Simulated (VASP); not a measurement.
Set up this calculation in VASP 6.6.1, as the native input.

```yaml
Task: relaxation of cell and atoms
Functional: PBEsol
Potentials_or_basis: VASP PAW PBE potentials, release 64 (Mn_pv, Pt, S)
Cutoff: 600 eV
k_mesh: 6 × 6 × 6
Occupations: gaussian, width 0.05 eV
Spin: collinear spin, ferromagnetic start
Starting_moments: "[4.0, 0.0, 0.0, 0.0, 0.0] μB"
Further_INCAR_settings: ALGO = Normal; EDIFF = 1e-07; IBRION = 2; EDIFFG = -0.01; NSW = 40; ISIF = 3
```

The structure of MnPtS3 lies in POSCAR:

```
MnPtS3
1.0
    4.5906928300      0.0000000000      0.0000000000
    0.0000000000      4.5906928300      0.0000000000
    0.0000000000      0.0000000000      4.5906928300
Mn Pt S
1 1 3
Direct
    0.0000000000      0.0000000000      0.0000000000
    0.5000000000      0.5000000000      0.5000000000
    0.0000000000      0.5000000000      0.5000000000
    0.5000000000      0.0000000000      0.5000000000
    0.5000000000      0.5000000000      0.0000000000
```

The cell was built by a generator and needn't be a form met in nature.

The input as run:

INCAR

```
PREC = Accurate ; ENCUT = 600
EDIFF = 1E-7 ; ISMEAR = 0
SIGMA = 0.05 ; LREAL = False
LASPH = True ; NELM = 100
ALGO = Normal ; ISIF = 3
LWAVE = False ; LCHARG = False
ISPIN = 2 ; MAGMOM = 4 0 0 0 0
LORBIT = 11 ; LMAXMIX = 4
GGA = PS ; IBRION = 2
NSW = 40 ; EDIFFG = -0.01
```

KPOINTS

```
regular mesh
0
Gamma
  6 6 6
```

Potentials or basis: VASP PAW PBE potentials, release 64 (Mn_pv, Pt, S).

Run with:

```console
$ cat potpaw_PBE.64/Mn_pv/POTCAR potpaw_PBE.64/Pt/POTCAR potpaw_PBE.64/S/POTCAR > POTCAR
$ mpirun -np 1 vasp_std > vasp.out
```

It gave:

* Relaxed volume: 20.10 Å³/atom
* Relaxed cell: a = 4.649 Å, b = 4.649 Å, c = 4.649 Å, α = 90.00°, β = 90.00°, γ = 90.00°
* Space group after relaxing (to 0.05 Å): Pm-3m (No. 221)
* Energy gained by relaxing: 9.0 meV/atom
* Ionic steps: 3
* Pressure after relaxing: 0.0 GPa
* Net moment: 4.34 μB per cell
* Site moments: Mn +4.46; Pt -0.09; S -0.08 μB
* Valence electrons inside the program's atomic spheres: Mn 11.08; Pt 9.59; S 3.62

Caveat: the PAW data sets were made with another functional, which shifts forces and pressure a little; a cell with one magnetic atom can't hold antiferromagnetic order, which such compounds often take.

It took 3.3 min on 1 thread of Intel(R) Xeon(R) 6975P-C (Granite Rapids), with other jobs on the host, peak memory 0.36 GiB.
